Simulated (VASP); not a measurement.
Sr3SiTe:

```
CELL_PARAMETERS angstrom
4.73072 0.00000 0.00000
0.00000 4.73072 0.00000
0.00000 0.00000 5.98604
ATOMIC_POSITIONS crystal
Sr 0.50000 0.50000 0.10590
Sr 0.00000 0.50000 0.50000
Sr 0.50000 0.00000 0.50000
Si 0.50000 0.50000 0.66200
Te 0.00000 0.00000 0.00000
```

The cell was built by a generator and needn't be a form met in nature.

| Property | Result |
| --- | --- |
| Program | VASP 6.6.1 |
| Task | relaxation of cell and atoms |
| Functional | PBE |
| Potentials or basis | VASP PAW PBE potentials, release 64 (Sr_sv, Si, Te) |
| Cutoff | 600 eV |
| k mesh | 6 × 6 × 5 |
| Occupations | methfessel-paxton, width 0.1 eV |
| Spin | no spin polarisation |

At the start: pressure 19.3 GPa; volume 26.79 Å³/atom.

**Question.** Where does the relaxation end?

**Answer.** Over 38 steps the energy falls by 1000.2 meV/atom and the volume is 43.97 Å³/atom (+64.1 %); space group P4mm (No. 99, to 0.05 Å).

Step by step:
```tsv
step	energy change (eV)	largest force (eV/Å)	pressure (GPa)	volume (Å³)
1	0.0000	1.6692	19.34	133.97
2	-3.4268	2.2108	-0.25	206.38
3	-3.4298	2.1487	0.08	203.11
4	-3.7590	1.7460	-0.26	206.94
5	-4.4233	0.7586	-1.10	218.17
6	-3.6414	3.7563	-1.11	239.25
7	-4.5138	0.6596	-1.38	222.55
8	-4.5498	0.9535	-1.53	226.63
9	-4.7281	0.9049	0.99	203.15
10	-4.7317	0.9157	0.64	205.77
11	-4.8157	0.3050	0.40	207.33
12	-4.8161	0.3057	0.40	207.23
13	-4.8336	0.3238	-0.31	213.65
14	-4.8338	0.3254	-0.37	214.25
15	-4.8512	0.3212	-0.34	214.30
16	-4.8940	0.2801	-0.18	214.42
17	-4.9131	0.5962	0.33	214.65
18	-4.9188	0.4404	0.11	214.57
19	-4.9305	0.4372	0.14	214.83
20	-4.9578	0.4283	0.24	215.61
21	-4.9687	0.4203	0.54	217.14
22	-4.9725	0.4206	0.42	216.60
23	-4.9845	0.3244	0.16	218.71
24	-4.9923	0.1849	-0.22	222.13
25	-4.9461	0.1940	-0.22	222.43
26	-4.9961	0.1217	-0.15	221.36
27	-4.9987	0.0754	0.06	219.41
28	-4.9329	0.0532	0.10	219.51
29	-4.9995	0.0793	0.00	219.98
30	-4.9995	0.0792	0.00	219.98
31	-4.9999	0.0554	0.00	220.00
32	-5.0004	0.0639	-0.01	220.05
33	-5.0008	0.0472	-0.01	219.99
34	-5.0010	0.0206	-0.01	219.90
35	-5.0011	0.0151	0.00	219.78
36	-5.0012	0.0135	0.02	219.58
37	-5.0012	0.0133	0.02	219.55
38	-5.0012	0.0058	-0.02	219.84
```

Final structure:
```
Sr Si Te
1.0
     5.95793    0.00000    0.00000
     0.00000    5.95793    0.00000
     0.00000    0.00000    6.19318
Sr Si Te
3 1 1
Direct
  0.50000 0.50000 0.04129
  0.00000 0.50000 0.49000
  0.50000 0.00000 0.49000
  0.50000 0.50000 0.56045
  0.00000 0.00000 0.18616
```

Caveat: the volume moved by over 15 % at a fixed basis, so the end points are rough.
